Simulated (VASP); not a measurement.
# Zone-centre spectra of C (Diamond)

What would a Raman spectrum of C (Diamond) look like? The cell has space group Fd-3m. The start is a cell from a database of measured crystal structures.

Calculated with VASP 6.6.1; LDA; plane waves and PAW (C), in the first sound run; inputs show where later runs differ.

**Measured values to reproduce.**

For C, diamond (bulk crystal), “Fermi level pinning by defects can explain the large reported carbon 1s binding energy variations in diamond” (2019, arxiv:1902.02958) quotes earlier work: lattice constant a (cubic lattice constant, experimental literature value) 3.5669 Å [literature value used as input for the calculation cells; temperature not stated].

“A Diamond Temperature Sensor Based on the Energy Level Shift of Nitrogen-Vacancy Color Centers” (2019, pmc:6915693) reports for C, diamond cubic, by confocal micro-Raman, 532 nm (homoepitaxial MPCVD diamond grown without added nitrogen gas, 300 K): Raman mode (first-order Raman line of diamond (zone-centre optical phonon)) 1332.6 cm⁻¹ [epitaxial CVD layer on HPHT type Ib diamond substrate; measurement temperature not stated …].

### Step 1. Starting point

The structure is cubic, space group Fd-3m (No. 227). Conventional cell: a = 3.567 Å, b = 3.567 Å, c = 3.567 Å, α = 90.00°, β = 90.00°, γ = 90.00°. C has 4 C at 1.54 Å nearest.

Structure file:

```cif
data_structure
_symmetry_space_group_name_H-M 'P 1'
_symmetry_Int_Tables_number 1
_cell_length_a 2.5221
_cell_length_b 2.5221
_cell_length_c 2.5221
_cell_angle_alpha 60.000
_cell_angle_beta 60.000
_cell_angle_gamma 60.000
_cell_volume 11.34
loop_
_atom_site_label
_atom_site_type_symbol
_atom_site_fract_x
_atom_site_fract_y
_atom_site_fract_z
_atom_site_occupancy
C1 C 0.75000 0.75000 0.75000 1
C2 C 0.50000 0.50000 0.50000 1
```

### Step 2. Relaxation

Cell and atoms are relaxed first, so that what follows belongs to a calculated equilibrium. The thresholds are tight because second derivatives come next.

INCAR

```
SYSTEM = C
PREC = Accurate
ENCUT = 520
EDIFF = 1E-08
NELM = 100
ISMEAR = 0
SIGMA = 0.01
LREAL = .FALSE.
ALGO = Normal
GGA = CA
NBANDS = 10
LWAVE = .FALSE.
LCHARG = .FALSE.
KPAR = 2
IBRION = 2
NSW = 60
ISIF = 3
EDIFFG = -0.001
```

POSCAR

```
C
1.0
    0.0000000000      1.7833700000      1.7833700000
    1.7833700000      0.0000000000      1.7833700000
    1.7833700000      1.7833700000      0.0000000000
C
2
Direct
    0.7500000000      0.7500000000      0.7500000000
    0.5000000000      0.5000000000      0.5000000000
```

KPOINTS

```
Automatic mesh
0
Gamma
12 12 12
0 0 0
```

The projector-augmented-wave data sets are C (PBE family, release 64).

Command:

```sh
$ mpirun -np 2 vasp_std
```

The log of the run:

```text
[banner, memory and clock lines left out]
running    2 mpi-ranks, on    1 nodes
 distrk:  each k-point on    1 cores,    2 groups
 distr:  one band on    1 cores,    1 groups

 POSCAR found type information on POSCAR C
 POSCAR found :  1 types and       2 ions
|                                                                             |
|               ----> ADVICE to this user running VASP <----                  |
|                                                                             |
|     You enforced a specific xc type in the INCAR file but a different       |
|     [... a line on the potential file left out ...]
|     I HOPE YOU KNOW WHAT YOU ARE DOING!                                     |
|                                                                             |

 LDA part: xc-table for (Slater(with rela. corr.)+CA(PZ))
 , standard interpolation
 POSCAR, INCAR and KPOINTS ok, starting setup
 FFT: planning ... GRIDC
 FFT: planning ... GRID_SOFT
 FFT: planning ... GRID
 WAVECAR not read
 entering main loop
       N       E                     dE             d eps       ncg     rms          rms(c)
DAV:   1    -0.426224899814E+00   -0.42622E+00   -0.49227E+03  1514   0.773E+02
DAV:   2    -0.206235185389E+02   -0.20197E+02   -0.19600E+02  1990   0.129E+02
DAV:   3    -0.210302028504E+02   -0.40668E+00   -0.40549E+00  1684   0.147E+01
DAV:   4    -0.210310860242E+02   -0.88317E-03   -0.88314E-03  1598   0.801E-01
DAV:   5    -0.210310870591E+02   -0.10349E-05   -0.10349E-05  1628   0.266E-02    0.551E+00
DAV:   6    -0.204631910213E+02    0.56790E+00   -0.32647E-01  1486   0.421E+00    0.319E+00
DAV:   7    -0.202652052008E+02    0.19799E+00   -0.38185E-01  1564   0.456E+00    0.701E-01
DAV:   8    -0.202650041994E+02    0.20100E-03   -0.77483E-03  1534   0.775E-01    0.245E-02
DAV:   9    -0.202649950576E+02    0.91419E-05   -0.26659E-05  1616   0.432E-02    0.183E-02
DAV:  10    -0.202649964592E+02   -0.14016E-05   -0.15063E-06  1596   0.108E-02    0.383E-03
DAV:  11    -0.202649964035E+02    0.55701E-07   -0.46445E-08  1636   0.178E-03    0.625E-04
DAV:  12    -0.202649963959E+02    0.76138E-08   -0.93783E-10   852   0.304E-04
   1 F= -.20264996E+02 E0= -.20264996E+02  d E =-.202650E+02
 curvature:   0.00 expect dE= 0.000E+00 dE for cont linesearch  0.000E+00
 trial: gam= 0.00000 g(F)=  0.161E-47 g(S)=  0.417E-01 ort = 0.000E+00 (trialstep = 0.100E+01)
 search vector abs. value=  0.417E-01
 bond charge predicted
       N       E                     dE             d eps       ncg     rms          rms(c)
DAV:   1    -0.202734950227E+02   -0.84986E-02   -0.85935E-01  1548   0.835E+00    0.844E-01
DAV:   2    -0.202625343901E+02    0.10961E-01   -0.11644E-02  1548   0.913E-01    0.464E-01
DAV:   3    -0.202582486364E+02    0.42858E-02   -0.73476E-03  1520   0.624E-01    0.608E-02
DAV:   4    -0.202582327688E+02    0.15868E-04   -0.86175E-05  1534   0.895E-02    0.472E-02
DAV:   5    -0.202582136777E+02    0.19091E-04   -0.41533E-06  1538   0.214E-02    0.427E-03
DAV:   6    -0.202582136448E+02    0.32904E-07   -0.66011E-08  1594   0.259E-03    0.124E-03
DAV:   7    -0.202582136043E+02    0.40526E-07   -0.15045E-08  1476   0.129E-03    0.118E-04
DAV:   8    -0.202582136038E+02    0.46475E-09   -0.24321E-11   742   0.551E-05
   2 F= -.20258214E+02 E0= -.20258214E+02  d E =0.678279E-02
[...]
3 F= -.20274196E+02 E0= -.20274196E+02  d E =-.919990E-02
[...]
4 F= -.20274195E+02 E0= -.20274195E+02  d E =-.919892E-02
[...]
5 F= -.20274195E+02 E0= -.20274195E+02  d E =0.189509E-06
 trial-energy change:    0.000000  1 .order    0.000000   -0.000006    0.000007
 step:   0.4327(harm=  0.4276)  dis= 0.00000  next Energy=   -20.274197 (dE=-0.149E-05)
 bond charge predicted
       N       E                     dE             d eps       ncg     rms          rms(c)
DAV:   1    -0.202741973045E+02   -0.21698E-05   -0.28325E-05  1540   0.471E-02    0.484E-03
DAV:   2    -0.202741969039E+02    0.40058E-06   -0.37816E-07  1554   0.516E-03    0.266E-03
DAV:   3    -0.202741967909E+02    0.11304E-06   -0.24476E-07  1514   0.359E-03    0.324E-04
DAV:   4    -0.202741967934E+02   -0.25476E-08   -0.29580E-09   770   0.527E-04
   6 F= -.20274197E+02 E0= -.20274197E+02  d E =-.147722E-05
 curvature:  -0.21 expect dE=-0.735E-10 dE for cont linesearch -0.735E-10
 trial: gam= 0.00000 g(F)=  0.591E-47 g(S)=  0.344E-09 ort =-0.486E-07 (trialstep = 0.797E+00)
 search vector abs. value=  0.444E-09
 reached required accuracy - stopping structural energy minimisation
```

The job ended after 5.4 s (2 MPI ranks of Intel Xeon 6975P-C (Granite Rapids), shared host; peak memory 0.22 GiB; 9.8 s of CPU time).

Lines that name or quote the potential files are left out of all logs, and their timing lines are given in words.

OUTCAR, selected parts (step 2):

```text
ion  position               nearest neighbor table
   1  0.750  0.750  0.750-   2 1.54   2 1.54   2 1.54   2 1.54
   2  0.500  0.500  0.500-   1 1.54   1 1.54   1 1.54   1 1.54

  LATTYP: Found a face centered cubic cell.
 ALAT       =     3.5667400000

 Subroutine GETGRP returns: Found 48 space group operations
 (whereof 24 operations were pure point group operations)

The static configuration has the point symmetry T_d .
 The point group associated with its full space group is O_h .

 Found     72 irreducible k-points:

   k-points           NKPTS =     72   k-points in BZ     NKDIM =     72   number of bands    NBANDS=     10

   dimension x,y,z NGX =    20 NGY =   20 NGZ =   20
   dimension x,y,z NGXF=    40 NGYF=   40 NGZF=   40

   ENCUT  =  520.0 eV  38.22 Ry    6.18 a.u.   4.69  4.69  4.69*2*pi/ulx,y,z

   NELECT =       8.0000    total number of electrons

 k-points in reciprocal lattice and weights: Automatic mesh
   0.00000000  0.00000000  0.00000000       0.001
   0.08333333  0.00000000  0.00000000       0.005
   0.16666667  0.00000000  0.00000000       0.005
   0.25000000  0.00000000  0.00000000       0.005
   0.33333333  0.00000000  0.00000000       0.005
   0.41666667  0.00000000  0.00000000       0.005
   0.50000000  0.00000000  0.00000000       0.002
   0.08333333  0.08333333  0.00000000       0.003
   0.16666667  0.08333333  0.00000000       0.014
[...]
-0.33333333  0.50000000  0.16666667       0.007
  -0.25000000  0.50000000  0.25000000       0.003

 average (electrostatic) potential at core
       1 -44.9992       2 -44.9992

 E-fermi :  10.0070

 k-point     1 :       0.0000    0.0000    0.0000
  band No.  band energies     occupation
      1     -11.7996      2.00000
      2       9.8497      2.00000
      3       9.8497      2.00000
      4       9.8497      2.00000
      5      15.4627      0.00000
      6      15.4627      0.00000
      7      15.4627      0.00000
      8      23.9786      0.00000
      9      29.1713      0.00000
    ...

 k-point     2 :       0.0833    0.0000    0.0000
  band No.  band energies     occupation
      1     -11.6042      2.00000
      2       8.6121      2.00000
      3       9.5184      2.00000
      4       9.5184      2.00000
      5      15.8954      0.00000
      6      15.8954      0.00000
      7      16.2114      0.00000
      8      24.0909      0.00000
      9      29.4834      0.00000
    ...

 k-point     3 :       0.1667    0.0000    0.0000
  band No.  band energies     occupation
      1     -11.0205      2.00000
      2       6.0598      2.00000
      3       8.8019      2.00000
      4       8.8019      2.00000
      5      16.8311      0.00000
      6      16.8311      0.00000
      7      17.3946      0.00000
      8      24.4077      0.00000
      9      30.1363      0.00000
    ...

  Total       -0.0000689     -0.0000689     -0.0000689      0.0000000      0.0000000      0.0000000
  in kB       -0.0099730     -0.0099730     -0.0099730      0.0000000      0.0000000      0.0000000
  external PRESSURE =      -0.0099730 kB  Pullay stress =       0.0000000 kB

  energy-cutoff  :      520.00
  volume of cell :       11.07
      direct lattice vectors                 reciprocal lattice vectors
    -0.000000000  1.769101358  1.769101358    -0.282629369  0.282629369  0.282629369
     1.769101358  0.000000000  1.769101358     0.282629369 -0.282629369  0.282629369
     1.769101358  1.769101358  0.000000000     0.282629369  0.282629369 -0.282629369

 POSITION                                       TOTAL-FORCE (eV/Angst)
 -----------------------------------------------------------------------------------
      2.65365      2.65365      2.65365        -0.000000     -0.000000     -0.000000
      1.76910      1.76910      1.76910         0.000000      0.000000      0.000000
 -----------------------------------------------------------------------------------
    total drift:                                0.000000     -0.000000      0.000000

  FREE ENERGIE OF THE ION-ELECTRON SYSTEM (eV)
  ---------------------------------------------------
  free  energy   TOTEN  =       -20.2741967934 eV

  energy  without entropy=      -20.2741967934  energy(sigma->0) =      -20.27419679

 reached required accuracy - stopping structural energy minimisation

[... 3 further parts left out ...]
```

CONTCAR:

```
C
   1.00000000000000
    -0.0000000000000000    1.7691013575114065    1.7691013575114065
     1.7691013575114065    0.0000000000000000    1.7691013575114065
     1.7691013575114065    1.7691013575114065    0.0000000000000000
  C
     2
Direct
     0.7500000000000000    0.7500000000000000    0.7500000000000000
     0.5000000000000000    0.5000000000000000    0.5000000000000000
```

The PAW data sets were made with PBE, though LDA sets exist; this is a small mismatch. The run keeps the 48 symmetry operations of its start, so it cannot find a distortion of lower symmetry.

Step by step:

| step | energy less that of the first step (eV) | largest force (eV/Å) | pressure (GPa) | volume (Å³) |
| --- | --- | --- | --- | --- |
| 1 | 0.0000 | 0.0000 | -10.72 | 11.34 |
| 2 | 0.0068 | 0.0000 | 15.37 | 10.73 |
| 3 | -0.0092 | 0.0000 | -0.08 | 11.08 |
| 4 | -0.0092 | 0.0000 | 0.14 | 11.07 |
| 5 | -0.0092 | 0.0000 | -0.15 | 11.08 |
| 6 | -0.0092 | 0.0000 | 0.00 | 11.07 |

| conventional cell, symmetrised | before | after | change |
| --- | --- | --- | --- |
| a (Å) | 3.567 | 3.538 | -0.8 % |
| b (Å) | 3.567 | 3.538 | -0.8 % |
| c (Å) | 3.567 | 3.538 | -0.8 % |
| volume (Å³/atom) | 5.67 | 5.54 | -2.4 % |

The relaxed structure:

```xyz
2
Lattice="0.0000 1.7691 1.7691 1.7691 0.0000 1.7691 1.7691 1.7691 0.0000" Properties=species:S:1:pos:R:3 pbc="T T T"
C     2.6537    2.6537    2.6537
C     1.7691    1.7691    1.7691
```

Numbers from this step:

```
free energy (TOTEN) : -20.27 eV
Fermi energy        : 10.01 eV
pressure            : -9.97e-4 GPa
```

The forces stay under 1e-4 eV/Å, and the volume now lies -2.4 % from that of the session's start.

### Step 3. Relaxation

The volume changed, so the plane-wave basis no longer fits the cell; a second relaxation starts from a basis rebuilt for the new cell, with the mesh that the input shows.

INCAR is that of step 2.

POSCAR

```
C
1.0
    0.0000000000      1.7691013575      1.7691013575
    1.7691013575      0.0000000000      1.7691013575
    1.7691013575      1.7691013575      0.0000000000
C
2
Direct
    0.7500000000      0.7500000000      0.7500000000
    0.5000000000      0.5000000000      0.5000000000
```

KPOINTS is that of step 2.

Command:

```sh
$ mpirun -np 2 vasp_std
```

The log of the run:

```text
[banner, memory and clock lines left out]
running    2 mpi-ranks, on    1 nodes
[...]
[... a notice as in an earlier step ...]

 LDA part: xc-table for (Slater(with rela. corr.)+CA(PZ))
 , standard interpolation
 POSCAR, INCAR and KPOINTS ok, starting setup
[...]
entering main loop
       N       E                     dE             d eps       ncg     rms          rms(c)
DAV:   1    -0.809721986917E+00   -0.80972E+00   -0.49439E+03  1512   0.776E+02
DAV:   2    -0.207306695579E+02   -0.19921E+02   -0.19231E+02  1898   0.131E+02
DAV:   3    -0.210929917085E+02   -0.36232E+00   -0.36120E+00  1694   0.142E+01
DAV:   4    -0.210936710114E+02   -0.67930E-03   -0.67927E-03  1620   0.707E-01
[...]
DAV:  10    -0.202738664911E+02   -0.13697E-05   -0.16040E-06  1592   0.113E-02    0.390E-03
DAV:  11    -0.202738664375E+02    0.53631E-07   -0.48296E-08  1636   0.181E-03    0.553E-04
DAV:  12    -0.202738664293E+02    0.81347E-08   -0.78002E-10   852   0.277E-04
   1 F= -.20273866E+02 E0= -.20273866E+02  d E =-.202739E+02
[...]
N       E                     dE             d eps       ncg     rms          rms(c)
DAV:   1    -0.202738665091E+02   -0.71661E-07   -0.74616E-06  1552   0.242E-02    0.248E-03
DAV:   2    -0.202738664301E+02    0.78975E-07   -0.99508E-08  1568   0.264E-03    0.137E-03
DAV:   3    -0.202738663777E+02    0.52488E-07   -0.64369E-08  1520   0.184E-03    0.170E-04
DAV:   4    -0.202738663760E+02    0.16898E-08   -0.77815E-10   742   0.270E-04
   2 F= -.20273866E+02 E0= -.20273866E+02  d E =0.533566E-07
 trial-energy change:    0.000000  1 .order    0.000000   -0.000000    0.000000
 step:   0.4279(harm=  0.4279)  dis= 0.00000  next Energy=   -20.273867 (dE=-0.800E-07)
[...]
N       E                     dE             d eps       ncg     rms          rms(c)
DAV:   1    -0.202738665549E+02   -0.17727E-06   -0.24266E-06  1556   0.138E-02    0.142E-03
DAV:   2    -0.202738665135E+02    0.41403E-07   -0.32295E-08  1530   0.151E-03    0.780E-04
DAV:   3    -0.202738665097E+02    0.38758E-08   -0.20939E-08  1414   0.105E-03
   3 F= -.20273867E+02 E0= -.20273867E+02  d E =-.803248E-07
[...]
reached required accuracy - stopping structural energy minimisation
```

Run time: 3 s. Hardware: 2 MPI ranks; peak memory 0.21 GiB.

From OUTCAR (step 3):

```text
  Total        0.0000184      0.0000184      0.0000184      0.0000000      0.0000000      0.0000000
  in kB        0.0026577      0.0026577      0.0026577      0.0000000      0.0000000      0.0000000
  external PRESSURE =       0.0026577 kB  Pullay stress =       0.0000000 kB

 POSITION                                       TOTAL-FORCE (eV/Angst)
 -----------------------------------------------------------------------------------
      2.65371      2.65371      2.65371        -0.000000     -0.000000     -0.000000
      1.76914      1.76914      1.76914         0.000000      0.000000      0.000000
 -----------------------------------------------------------------------------------
    total drift:                                0.000000     -0.000000      0.000000

  FREE ENERGIE OF THE ION-ELECTRON SYSTEM (eV)
  ---------------------------------------------------
  free  energy   TOTEN  =       -20.2738665097 eV

  energy  without entropy=      -20.2738665097  energy(sigma->0) =      -20.27386651

[... 2 parts as in an earlier step ...]

[... 2 further parts left out ...]
[key lines of the parts left out:]
E-fermi :  10.0062
```

Little changed from the start: no atom moved by 0.005 Å and no cell edge by 0.1 %.

This step gave:

* pressure: 2.66e-4 GPa

The forces stay under 1e-4 eV/Å, and the volume now lies -2.4 % from that of the session's start.

(Continued in part 2 of 3.)

[Lines on the potential files, build, host, timing and source positions are cut from VASP's logs without a mark.]

[Logs are printed without paths, hosts, clocks, repeated set-up lines and the standing remarks that a program may print on its own settings, such as how far it seeks lower states.]

[Hosts, paths, dates, database ids (printed as entryN), source tags and the programs' standing remarks are cut or masked in the printed files.]
